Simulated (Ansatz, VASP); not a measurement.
## Cross-check of SbAs between VASP and Ansatz

One calculation is typed for both programs; each brings its own data sets. How far apart do they land? The cell is taken from a series of runs on this material, whose earlier steps may have relaxed, scaled, displaced or heated it; both programs get it as it stands.

Calculated with Ansatz 0.2.0; plane waves, with VASP 6.6.1 beside it; relaxation of cell and atoms at PBEsol.

## (1) Set-up

The structure is trigonal, space group R3m (No. 160). The conventional cell has a = 4.058 Å, b = 4.058 Å, c = 10.523 Å, α = 90.00°, β = 90.00°, γ = 120.00°. Sb has 6 As at 2.73 to 3.14 Å nearest. Nearest to As lie 6 Sb at 2.73 to 3.14 Å. Farther neighbours are not listed.

Coordinates:

```cif
data_structure
_symmetry_space_group_name_H-M 'P 1'
_symmetry_Int_Tables_number 1
_cell_length_a 4.2182
_cell_length_b 4.2182
_cell_length_c 4.2182
_cell_angle_alpha 57.504
_cell_angle_beta 57.504
_cell_angle_gamma 57.504
_cell_volume 50.03
loop_
_atom_site_label
_atom_site_type_symbol
_atom_site_fract_x
_atom_site_fract_y
_atom_site_fract_z
_atom_site_occupancy
Sb1 Sb 0.23369 0.23369 0.23369 1
As2 As 0.76631 0.76631 0.76631 1
```

## (2) VASP: relaxation of cell and atoms, PBEsol

The relaxed volume is the usual yardstick between codes: in a stiff, nearly cubic crystal its relative difference is about their pressure difference at one cell divided by the bulk modulus.

Lines of VASP's logs that name or quote its potential files are left out, and so is its time.

INCAR reads:

```
SYSTEM = SbAs
PREC = Accurate
ENCUT = 500
EDIFF = 1E-07
NELM = 120
ISMEAR = 1
SIGMA = 0.2
LREAL = .FALSE.
ALGO = Normal
GGA = PS
NBANDS = 11
LORBIT = 11
LWAVE = .FALSE.
LCHARG = .FALSE.
ISIF = 3
IBRION = 2
NSW = 80
EDIFFG = -0.005
LASPH = .TRUE.
GGA_COMPAT = .FALSE.
NELMIN = 4
KPAR = 2
```

POSCAR reads:

```
SbAs
1.0
    2.0290320000      1.1714620000      3.5077160000
   -2.0290320000      1.1714620000      3.5077160000
    0.0000000000     -2.3429240000      3.5077160000
Sb As
1 1
Direct
    0.2336891964      0.2336891964      0.2336891964
    0.7663089030      0.7663089030      0.7663089030
```

KPOINTS reads:

```
Automatic mesh
0
Gamma
12 12 12
0 0 0
```

Potentials, in the order of the species: Sb and As (PBE family, release 64).

Run with:

```bash
$ mpirun -np 2 vasp_std
```

Numbers of over 12 decimals in the logs are rounded to 6 here.

Output:

```text
[banner, memory and clock lines left out]
running    2 mpi-ranks, on    1 nodes
 distrk:  each k-point on    1 cores,    2 groups
 distr:  one band on    1 cores,    1 groups

 POSCAR found type information on POSCAR SbAs
 POSCAR found :  2 types and       2 ions
|                                                                             |
|               ----> ADVICE to this user running VASP <----                  |
|                                                                             |
|     You enforced a specific xc type in the INCAR file but a different       |
|     [... a line on the potential file left out ...]
|     I HOPE YOU KNOW WHAT YOU ARE DOING!                                     |
|                                                                             |

 LDA part: xc-table for (Slater+PW92), standard interpolation
 POSCAR, INCAR and KPOINTS ok, starting setup
 FFT: planning ... GRIDC
 FFT: planning ... GRID_SOFT
 FFT: planning ... GRID
 WAVECAR not read
 entering main loop
       N       E                     dE             d eps       ncg     rms          rms(c)
DAV:   1     0.312858247888E+02    0.31286E+02   -0.37990E+03  4158   0.713E+02
DAV:   2    -0.795097628290E+01   -0.39237E+02   -0.37929E+02  5736   0.113E+02
DAV:   3    -0.974990989064E+01   -0.17989E+01   -0.17877E+01  5135   0.271E+01
DAV:   4    -0.976359873704E+01   -0.13689E-01   -0.13687E-01  4643   0.276E+00
DAV:   5    -0.976371657157E+01   -0.11783E-03   -0.11783E-03  4899   0.281E-01    0.312E+00
DAV:   6    -0.969888894688E+01    0.64828E-01   -0.22156E-01  4380   0.163E+00    0.190E+00
DAV:   7    -0.969310731161E+01    0.57816E-02   -0.28962E-02  4878   0.845E-01    0.665E-01
DAV:   8    -0.969168935869E+01    0.14180E-02   -0.34867E-03  4410   0.286E-01    0.808E-02
DAV:   9    -0.969167104557E+01    0.18313E-04   -0.51293E-04  4554   0.122E-01    0.452E-02
DAV:  10    -0.969167195191E+01   -0.90634E-06   -0.25061E-05  4935   0.325E-02    0.213E-02
DAV:  11    -0.969167131589E+01    0.63602E-06   -0.14300E-05  4497   0.156E-02    0.363E-03
DAV:  12    -0.969167113801E+01    0.17788E-06   -0.10787E-06  4683   0.635E-03    0.282E-03
DAV:  13    -0.969167115122E+01   -0.13211E-07   -0.42566E-08  2481   0.129E-03
   1 F= -.96916712E+01 E0= -.96921352E+01  d E =-.969167E+01
[...]
2 F= -.96917782E+01 E0= -.96922395E+01  d E =-.107085E-03
[...]
3 F= -.96918329E+01 E0= -.96922952E+01  d E =-.161799E-03
[...]
4 F= -.96918758E+01 E0= -.96923368E+01  d E =-.428875E-04
[...]
5 F= -.96919210E+01 E0= -.96923783E+01  d E =-.880511E-04
 curvature:  -1.80 expect dE=-0.128E-04 dE for cont linesearch -0.395E-07
 trial: gam= 0.18561 g(F)=  0.326E-06 g(S)=  0.680E-05 ort =-0.113E-05 (trialstep = 0.140E+01)
 search vector abs. value=  0.872E-05
 bond charge predicted
       N       E                     dE             d eps       ncg     rms          rms(c)
DAV:   1    -0.969192760557E+01   -0.65129E-05   -0.32671E-04  4626   0.987E-02    0.880E-03
DAV:   2    -0.969192708207E+01    0.52350E-06   -0.13322E-05  4491   0.237E-02    0.519E-03
DAV:   3    -0.969192614567E+01    0.93639E-06   -0.19412E-06  4847   0.728E-03    0.890E-04
DAV:   4    -0.969192612764E+01    0.18038E-07   -0.15972E-07  3262   0.260E-03
   6 F= -.96919261E+01 E0= -.96923881E+01  d E =-.512680E-05
 trial-energy change:   -0.000005  1 .order   -0.000006   -0.000010   -0.000001
 step:   1.8112(harm=  1.6450)  dis= 0.00018  next Energy=    -9.691926 (dE=-0.532E-05)
 reached required accuracy - stopping structural energy minimisation
```

OUTCAR, selected parts (step 2):

```text
ion  position               nearest neighbor table
   1  0.234  0.234  0.234-   2 2.73   2 2.73   2 2.73   2 3.14   2 3.14   2 3.14
   2  0.766  0.766  0.766-   1 2.73   1 2.73   1 2.73   1 3.14   1 3.14   1 3.14

  LATTYP: Found a trigonal (rhomboedric) cell.
 ALAT       =     4.2182182982
 COS(alpha) =     0.5372465281

 Subroutine GETGRP returns: Found  6 space group operations
 (whereof  6 operations were pure point group operations)

The static configuration has the point symmetry C_3v.

 Found    189 irreducible k-points:

   k-points           NKPTS =    189   k-points in BZ     NKDIM =    189   number of bands    NBANDS=     11

   dimension x,y,z NGX =    32 NGY =   32 NGZ =   32
   dimension x,y,z NGXF=    64 NGYF=   64 NGZF=   64

   ENCUT  =  500.0 eV  36.75 Ry    6.06 a.u.   7.69  7.69  7.69*2*pi/ulx,y,z

   NELECT =      10.0000    total number of electrons

 k-points in reciprocal lattice and weights: Automatic mesh
   0.00000000  0.00000000  0.00000000       0.001
   0.08333333  0.00000000  0.00000000       0.003
   0.16666667  0.00000000  0.00000000       0.003
   0.25000000  0.00000000  0.00000000       0.003
   0.33333333  0.00000000 -0.00000000       0.003
   0.41666667  0.00000000  0.00000000       0.003
   0.50000000  0.00000000  0.00000000       0.002
   0.08333333  0.08333333  0.00000000       0.003
   0.16666667  0.08333333 -0.00000000       0.007
[...]
-0.41666667  0.50000000  0.41666667       0.003
   0.50000000  0.50000000  0.50000000       0.001

 average (electrostatic) potential at core
       1 -86.2756       2 -48.1656

 E-fermi :   6.6350

 k-point     1 :       0.0000    0.0000    0.0000
  band No.  band energies     occupation
      1      -7.2073      2.00000
      2       1.5379      2.00000
      3       4.5479      2.00000
      4       4.7413      2.00000
      5       4.7413      2.00000
      6       9.1475     -0.00000
      7       9.8408     -0.00000
      8       9.8408     -0.00000
      9      12.2830      0.00000
     10      12.2830      0.00000
    ...

 k-point     2 :       0.0833    0.0000    0.0000
  band No.  band energies     occupation
      1      -7.1242      2.00000
      2       1.1585      2.00000
      3       4.5712      2.00000
      4       4.7224      2.00000
      5       4.8991      2.00000
      6       9.0841     -0.00000
      7       9.5950     -0.00000
      8       9.6172     -0.00000
      9      11.9199      0.00000
     10      12.2919      0.00000
    ...

 k-point     3 :       0.1667    0.0000    0.0000
  band No.  band energies     occupation
      1      -6.8765      2.00000
      2       0.2680      2.00000
      3       4.5718      2.00000
      4       4.6786      2.00000
      5       5.2403      2.00000
      6       8.7502     -0.00000
      7       9.0113     -0.00000
      8       9.0452     -0.00000
      9      11.7081      0.00000
     10      12.3483      0.00000
    ...

  Total       -0.0020103     -0.0020103     -0.0081442      0.0000000     -0.0000000      0.0000000
  in kB       -0.0643524     -0.0643524     -0.2607102      0.0000000     -0.0000000      0.0000000
  external PRESSURE =      -0.1298050 kB  Pullay stress =       0.0000000 kB

  energy-cutoff  :      500.00
  volume of cell :       50.05
      direct lattice vectors                 reciprocal lattice vectors
     2.031209192  1.172719002  3.501874028     0.246158791  0.142119865  0.095187129
    -2.031209192  1.172719002  3.501874028    -0.246158791  0.142119865  0.095187129
     0.000000000 -2.345438004  3.501874028     0.000000000 -0.284239731  0.095187129

 POSITION                                       TOTAL-FORCE (eV/Angst)
 -----------------------------------------------------------------------------------
      0.00000      0.00000      2.46000         0.000000     -0.000000     -0.002965
      0.00000      0.00000      8.04560         0.000000      0.000000      0.002965
 -----------------------------------------------------------------------------------
    total drift:                                0.000000     -0.000001      0.000150

  FREE ENERGIE OF THE ION-ELECTRON SYSTEM (eV)
  ---------------------------------------------------
  free  energy   TOTEN  =        -9.6919261276 eV

  energy  without entropy=       -9.6933120260  energy(sigma->0) =       -9.69238809

 reached required accuracy - stopping structural energy minimisation

 total charge
# of ion       s       p       d       tot
------------------------------------------
    1        1.230   1.096   0.046   2.371
    2        1.293   1.381   0.038   2.712
--------------------------------------------------
tot          2.522   2.477   0.084   5.083

[... 3 further parts left out ...]
```

The run keeps the 6 symmetry operations of its start, so it cannot find a distortion of lower symmetry.

## (3) Ansatz: relaxation of cell and atoms, PBEsol

Ansatz runs on its PAW soft_1 files.

The same cell, functional, mesh and smearing now go to Ansatz, which takes its cutoff from its data sets.

input.yaml reads:

```yaml
crystal:
  lattice:
    - [2.0290315034, 1.1714618847, 3.5077160694]
    - [-2.0290315034, 1.1714618847, 3.5077160694]
    - [0.0, -2.3429237694, 3.5077160694]
  atoms:
    - { symbol: Sb, position: [0.2336891549, 0.2336891549, 0.2336891549] }
    - { symbol: As, position: [0.7663088451, 0.7663088451, 0.7663088451] }
kpoints:
  mp_grid: { grid: [12, 12, 12] }
hamiltonian:
  xc: pbesol
  pseudopotentials: { kind: paw, azcp: { folder: soft_1 }, xc_functional: pbe }
scf:
  occupations: { method: methfessel_paxton, width: 0.2 }
output:
  forces: true
  stress: true
  eigenvalues: true
relax:
  adjacent_minimum: "off"
  f_tol: 0.001
  max_steps: 60
  cell: { stress_tol: 0.01 }
```

Run with:

```bash
$ ansatz run input.yaml --threads 4 --pin off --max-ram 16384MiB --backend cpu --events-out ev --progress --plain --runs-dir out
```

Output:

```text
Engine: ansatz 0.2.0, aarch64-unknown-linux-gnu
Pseudopotentials: kind: paw
Pseudopotential: Sb, paw, valence charge 15, recommended cutoff 420 eV (normal), soft_1/Sb.paw.azcp
Pseudopotential: As, paw, valence charge 15, recommended cutoff 420 eV (normal), soft_1/As.paw.azcp
Functional definition: PBEsol
  exchange = pbesol_x
  correlation = pbesol_c
Crystal: 2 atoms, lattice volume = 50.026 Å³
Basis set: ecut = 420 eV, 965 PW (Γ), exchange–correlation on 60×60×60 points (8 copies of the dense FFT grid, shifted against one another)
Bands: 19, of which v1, the nominal top of the filled ones, is band 15 counted from 1 (14 counted from 0)
Symmetry: 6 space group operations
Space group: R3m (ITA 160), of the structure as read, at distance tolerance 3.7e-5 Å
k-points: 189 of 1728 (time reversal used)
Non-local potential: Sb, projectors of the file, l = 0: 2, l = 1: 2, l = 2: 2, l = 3: 1
Non-local potential: As, projectors of the file, l = 0: 2, l = 1: 2, l = 2: 3, l = 3: 1
PAW form: soft (Blöchl's): semilocal exchange-correlation on the pseudo side does not see the compensation charge
PAW frozen core: Sb, regenerated for the run's functional, and the local potential with it (the file was generated under x = pbe(κ = 0.804, μ = 0.219515), c = pbe(β = 0.066725))
PAW frozen core: As, regenerated for the run's functional, and the local potential with it (the file was generated under x = pbe(κ = 0.804, μ = 0.219515), c = pbe(β = 0.066725))
PAW one-centre angular grid: Sb, 590 points (default); XC on 64 Gauss nodes
PAW one-centre angular grid: As, 590 points (default); XC on 64 Gauss nodes
Initial density: superposition of atomic densities (chi_scale 0.1, normalization cell, long waves kept (reshape's long-wave potential 0.00 eV rms))
Initial wavefunctions: pseudopotential atomic-orbital guess
Functional: x = pbesol(κ = 0.804, μ = 0.123457), c = pbesol(β = 0.046)
SCF iter   1: F=—  HF=-11221.236686 eV  |F-HF|=—  |Δ(HF+E_count)|=         —  Δρ=1.91e-2  dr2=1.45e-1  ethr=3.10e-3  ⟨swp⟩=5.5  Hψ=17460  notcnv=0
preconditioner: auto → none  [insulator: Δε(μ)=0.147 eV  Ē_g=9.464 eV  σ=0.200 eV  W_gap=0.57  n_scr=14 (ndim 8)  ℏωp=16.6 eV  f_vac=0.000  D(μ)=0.14/eV (n_scr^D=0)  ε∞_Penn≈4.1]
SCF iter   2: F=—  HF=-11221.218045 eV  |F-HF|=—  |Δ(HF+E_count)|=   1.86e-2  S|Δr|=    0.00e0  Δρ=9.34e-3  dr2=3.79e-2  ethr=4.85e-4  ⟨swp⟩=1.1  Hψ=5155  notcnv=0
SCF iter   3: F=—  HF=-11221.212551 eV  |F-HF|=—  |Δ(HF+E_count)|=   5.49e-3  S|Δr|=    0.00e0  Δρ=1.13e-3  dr2=5.99e-4  ethr=1.26e-4  ⟨swp⟩=2.2  Hψ=4473  notcnv=0
SCF iter   4: F=—  HF=-11221.212309 eV  |F-HF|=—  |Δ(HF+E_count)|=   2.42e-4  S|Δr|=    0.00e0  Δρ=3.98e-4  dr2=8.25e-5  ethr=2.00e-6  ⟨swp⟩=2.0  Hψ=6427  notcnv=0
SCF iter   5: F=—  HF=-11221.212310 eV  |F-HF|=—  |Δ(HF+E_count)|=   8.52e-7  S|Δr|=    0.00e0  Δρ=1.05e-4  dr2=7.64e-6  ethr=2.75e-7  ⟨swp⟩=2.8  Hψ=5375  notcnv=0
SCF iter   6: F=—  HF=-11221.212309 eV  |F-HF|=—  |Δ(HF+E_count)|=   1.30e-6  S|Δr|=    0.00e0  Δρ=3.10e-5  dr2=3.46e-7  ethr=2.55e-8  ⟨swp⟩=3.0  Hψ=6162  notcnv=0
SCF iter   7: F=-11221.212309 eV  HF=-11221.212309 eV  |F-HF|=2.11e-8  |Δ(HF+E_count)|=   1.24e-7  S|Δr|=    0.00e0  Δρ=6.94e-6  dr2=1.91e-8  ethr=3.33e-10  ⟨swp⟩=7.0  Hψ=18366  notcnv=0
SCF 1 converged in 7 iterations: F = -11221.212309 eV  dr2 = 1.91e-8
  greatest PAW one-centre occupation: 0.999 electrons in one spin orbital (limit 2), on the As atom at site 1 (counted from 0), in its partial waves of l = 2
relax step   1: F+E_penalty+E_count = -11221.21230903 eV  Δ(F+E_penalty+E_count) = +0.000e0 eV  max|allowed force component| = 1.488e-3 eV/Å  Δτ_max = 0.0000 Å  P = +0.001 GPa  Ω = 50.026 Å³  (7 SCF iters, dr2 threshold 1.00e-7 eV, accepted)
[...]
relax step   2: F+E_penalty+E_count = -11221.21230774 eV  Δ(F+E_penalty+E_count) = +1.298e-6 eV  max|allowed force component| = 1.844e-3 eV/Å  Δτ_max = 0.0004 Å  P = -0.001 GPa  Ω = 50.034 Å³  energy of the carried Pulay correction = -1.183e-6 eV  (4 SCF iters, dr2 threshold 1.38e-10 eV, rejected (line search))
[...]
relax step   3: F+E_penalty+E_count = -11221.21230889 eV  Δ(F+E_penalty+E_count) = +1.462e-7 eV  max|allowed force component| = 4.423e-5 eV/Å  Δτ_max = 0.0002 Å  P = +0.000 GPa  Ω = 50.029 Å³  energy of the carried Pulay correction = -5.137e-7 eV  (5 SCF iters, accepted)
[...]
relax step   4: F+E_penalty+E_count = -11221.21230918 eV  Δ(F+E_penalty+E_count) = -2.968e-7 eV  max|allowed force component| = 4.422e-5 eV/Å  Δτ_max = 0.0000 Å  P = +0.000 GPa  Ω = 50.029 Å³  stress off target by 8.76e-4 GPa  SCF on the basis re-selected at this cell (its energy is not comparable with the rows above)  (9 SCF iters)
basis re-selected at this cell: Δ(F+E_penalty+E_count) = -2.968e-7 eV, ΔP = +0.000 GPa vs the last step (what re-selecting the basis moved, of the pressure what is left beyond the Pulay correction that the steps carried, after the strain that the cell walked since its last selection, with what the two solves' SCF thresholds leave and, on support functions, any second-order correction that the steps lacked; it is no m [...]
SCF converged after 9 iterations
Stability not checked: this state was not tested for a lower state beside it, because cold or Methfessel-Paxton smearing, or corrected tetrahedra, fill the levels in a way that the test cannot read (fill_not_monotonic; see scf.lower_state_search)
Free energy (F): -11221.212309 eV
Harris-Foulkes:  -11221.212309 eV  (|F-HF|=3.64e-12)
Internal energy: -11221.213617 eV  (E = F + TS)
E sigma→0 (E₀):  -11221.212636 eV
Entropy (-TS):   0.001307 eV (0.654 meV/atom)
Fermi energy:    10.516949 eV
--- Per-component energies (eV) ---
  E_band       = -395.772204
  E_kinetic    = 259.880449
  E_local      = -3477.283895  (includes V_loc(G=0)·N_el)
  E_nonlocal   = -0.748742
  E_hartree    = 1728.200569
  E_xc         = -168.442339
  E_vxc        = -164.784337  (∫ρ·V_xc dr)
  E_paw        = -6438.082366  (= ΣΔE_a)
  E_vpaw       = -469.236930  (= ΣTr[D̂ρ^β])
  E_aug_tail   = 0.000125  (compensation charges beyond the density's cutoff)
  E_ewald      = -3126.035702
  E_core_change = 1.298285  (= ΣΔE_core)
  E_smearing   = 0.001307  (= −TS)
  E_closure    = 0.000000  (closes the sum)
  Σ components = -11221.212309   (vs F -11221.212309, Δ=0.00e0)
--- Forces (eV/Å), atoms counted from 1 ---
  atom   1  Sb     0.00000000    -0.00000000     0.00004422
  atom   2  As    -0.00000000    -0.00000000    -0.00004421
  max |Σ_I F_I| component: 3.79e-9 eV/Å
--- Stress (GPa, compression-positive) ---
       -0.000300      -0.000000      -0.000000
       -0.000000      -0.000300       0.000000
       -0.000000       0.000000       0.000876
  P = ⅓ Tr σ = 0.0001 GPa (0.001 kbar)
--- Band table (eV; the first three rows and the last of 189) ---
  k-point 0: bands = [... 11 lower, 5.3903, 8.4175, 8.6177, 8.6177, 12.9941, 13.7054, 13.7054, 16.2409]
  k-point 1: bands = [... 11 lower, 5.0152, 8.4411, 8.5974, 8.7680, 12.9405, 13.4596, 13.4881, 15.8525]
  k-point 2: bands = [... 11 lower, 4.1313, 8.4380, 8.5496, 9.1016, 12.6202, 12.8837, 12.9280, 15.6204]
  k-point 188: bands = [... 11 lower, 0.9002, 9.0687, 9.0687, 9.9106, 10.8129, 10.8129, 11.8199, 18.2959]
--- Relaxed structure (3 steps of the walk, 2 accepted, 1 SCFs on fresh bases) ---
  F+E_penalty+E_count = -11221.21230918 eV   max|allowed force component| = 4.422e-5 eV/Å   (the final SCF, on the basis selected at the relaxed cell)
  cell:  # Å, volume = 50.0293 Å³
    - [2.029153, 1.171532, 3.507551]
    - [-2.029153, 1.171532, 3.507551]
    - [0, -2.343064, 3.507551]
  atoms:
    - { symbol: Sb, position: [0.233674, 0.233674, 0.233674] }
    - { symbol: As, position: [0.766324, 0.766324, 0.766324] }
```

## (4) Side by side

Known differences besides the potentials themselves: the data sets hold 30 valence electrons in Ansatz (on its PAW soft_1 files) and 10 in VASP; the cutoff is 420 eV in Ansatz and 500 eV in VASP; Ansatz makes its cores anew for this functional, VASP keeps those of its PBE data sets; Ansatz adds a Pulay correction to the stress that steers its cell, VASP none. Total energies have different zeros and are not compared.

The two programs side by side:

| quantity | Ansatz | VASP | difference |
| --- | --- | --- | --- |
| volume (Å³) | 50.03 | 50.05 | -0.04 % |
| edge a after relaxation, in the typed setting (Å) | 4.218 | 4.215 | +0.08 % |

## (5) Results

```yaml
difference_in_edge_a_after_relaxation_in_the_typed_setting_relaxation_of_cell_and_atoms_pbesol: 0.081 %
```

In words: The difference in edge a after relaxation, in the typed setting is 0.081 % (relaxation of cell and atoms, PBEsol), within the 1.2 % picked in this series as the mark of a large difference, as far as the stopping tolerances let one tell. The data sets hold unlike numbers of valence electrons (30 in Ansatz and 10 in VASP), so part of the differences comes from the potentials. 2 further runs of this series are not shown here. How closely two codes agree says nothing of how well the functional describes the real material.

[Lines on the potential files, build, host, timing and source positions are cut from VASP's logs without a mark.]

[Logs are printed without paths, hosts, clocks, repeated set-up lines and the standing remarks that a program may print on its own settings, such as how far it seeks lower states.]

[Hosts, paths, dates, database ids (printed as entryN), source tags and the programs' standing remarks are cut or masked in the printed files.]
